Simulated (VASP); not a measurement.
OSZICAR of a VASP run on AlCo:

### OSZICAR
```
       N       E                     dE             d eps       ncg     rms          rms(c)
DAV:   1     0.346058838028E+03    0.34606E+03   -0.21523E+04  2088   0.176E+03
DAV:   2    -0.254974511522E+02   -0.37156E+03   -0.36035E+03  2118   0.378E+02
DAV:   3    -0.515986388265E+02   -0.26101E+02   -0.24536E+02  2403   0.137E+02
DAV:   4    -0.527254573592E+02   -0.11268E+01   -0.11079E+01  2656   0.262E+01
DAV:   5    -0.527711214688E+02   -0.45664E-01   -0.45610E-01  3189   0.453E+00    0.260E+01
DAV:   6    -0.226214953157E+03   -0.17344E+03   -0.15552E+03  4128   0.372E+02    0.214E+02
DAV:   7    -0.105756019404E+03    0.12046E+03   -0.54695E+02  3209   0.122E+02    0.722E+01
DAV:   8    -0.820284323896E+02    0.23728E+02   -0.33934E+02  3380   0.199E+02    0.599E+01
DAV:   9    -0.482224081683E+02    0.33806E+02   -0.17751E+02  3155   0.107E+02    0.266E+01
DAV:  10    -0.485767836671E+02   -0.35438E+00   -0.72413E+01  3246   0.907E+01    0.208E+01
DAV:  11    -0.461298397093E+02    0.24469E+01   -0.17443E+01  2976   0.523E+01    0.923E+00
DAV:  12    -0.490664057608E+02   -0.29366E+01   -0.15889E+01  3764   0.458E+01    0.305E+01
DAV:  13    -0.450567270535E+02    0.40097E+01   -0.15156E+01  3294   0.319E+01    0.476E+00
DAV:  14    -0.454763933902E+02   -0.41967E+00   -0.13940E+00  3246   0.139E+01    0.882E+00
DAV:  15    -0.455493838686E+02   -0.72990E-01   -0.17295E-01  2393   0.438E+00    0.846E+00
DAV:  16    -0.451471227328E+02    0.40226E+00   -0.52094E-01  3674   0.102E+01    0.575E+00
DAV:  17    -0.450500017089E+02    0.97121E-01   -0.13516E-01  3163   0.521E+00    0.412E+00
DAV:  18    -0.449808294681E+02    0.69172E-01   -0.73293E-02  3313   0.260E+00    0.297E+00
DAV:  19    -0.449630436622E+02    0.17786E-01   -0.14356E-02  2883   0.115E+00    0.278E+00
DAV:  20    -0.449220339573E+02    0.41010E-01   -0.34597E-02  3678   0.224E+00    0.143E+00
DAV:  21    -0.449115423561E+02    0.10492E-01   -0.13852E-02  3146   0.149E+00    0.637E-01
DAV:  22    -0.449098476253E+02    0.16947E-02   -0.40997E-03  2952   0.707E-01    0.387E-01
DAV:  23    -0.449095065757E+02    0.34105E-03   -0.11766E-03  2747   0.348E-01    0.253E-01
DAV:  24    -0.449093714247E+02    0.13515E-03   -0.21139E-04  2533   0.144E-01    0.185E-01
DAV:  25    -0.449092984390E+02    0.72986E-04   -0.90850E-05  3266   0.102E-01    0.142E-01
DAV:  26    -0.449093675919E+02   -0.69153E-04   -0.10788E-04  3233   0.128E-01    0.182E-01
DAV:  27    -0.449092701012E+02    0.97491E-04   -0.15434E-04  3615   0.183E-01    0.116E-01
DAV:  28    -0.449092745037E+02   -0.44024E-05   -0.10476E-05  2697   0.418E-02    0.118E-01
DAV:  29    -0.449092703104E+02    0.41933E-05   -0.65391E-07  1214   0.821E-03    0.114E-01
DAV:  30    -0.449092570579E+02    0.13252E-04   -0.37192E-06  1750   0.189E-02    0.101E-01
DAV:  31    -0.449092520373E+02    0.50207E-05   -0.13087E-06  1287   0.807E-03    0.942E-02
DAV:  32    -0.449092490483E+02    0.29890E-05   -0.72559E-07  1458   0.555E-03    0.892E-02
DAV:  33    -0.449092452643E+02    0.37840E-05   -0.58988E-07  1242   0.786E-03    0.836E-02
DAV:  34    -0.449092435141E+02    0.17503E-05   -0.48363E-07  1270   0.688E-03    0.797E-02
DAV:  35    -0.449092413555E+02    0.21586E-05   -0.88929E-07  1463   0.502E-03    0.745E-02
DAV:  36    -0.449092373406E+02    0.40149E-05   -0.34333E-06  1775   0.123E-02    0.569E-02
DAV:  37    -0.449092357217E+02    0.16189E-05   -0.46977E-06  1889   0.175E-02    0.392E-02
DAV:  38    -0.449092382722E+02   -0.25505E-05   -0.34243E-06  1779   0.123E-02    0.258E-02
DAV:  39    -0.449092411632E+02   -0.28910E-05   -0.17049E-06  1557   0.786E-03    0.151E-02
DAV:  40    -0.449092447946E+02   -0.36315E-05   -0.25874E-06  1714   0.990E-03    0.932E-03
DAV:  41    -0.449092466008E+02   -0.18061E-05   -0.98915E-07  1326   0.844E-03    0.381E-03
DAV:  42    -0.449092470011E+02   -0.40031E-06   -0.51142E-07  1248   0.441E-03
   1 F= -.44909247E+02 E0= -.44830188E+02  d E =-.158118E+00
```

Task: Which electronic solver shows in the log?

Result: It is blocked Davidson (ALGO = Normal, or the opening steps of other solvers). The INCAR had ALGO = Normal.

Task: How was spin treated?

Result: Without spin polarisation: there is no mag entry.

Task: Can the final energy be trusted as converged?

Result: The calculation finished and met its thresholds. It stopped with EDIFF = 1E-6, NELM = 100 (PBE GGA, plane waves, VASP's PBE PAW potentials (set 64)). The cell holds a wide vacuum, so values per volume refer to the whole cell.

The cell is a sheet with vacuum, built from a generated structure. The run is not spin-polarised, so no magnetic state was tried.
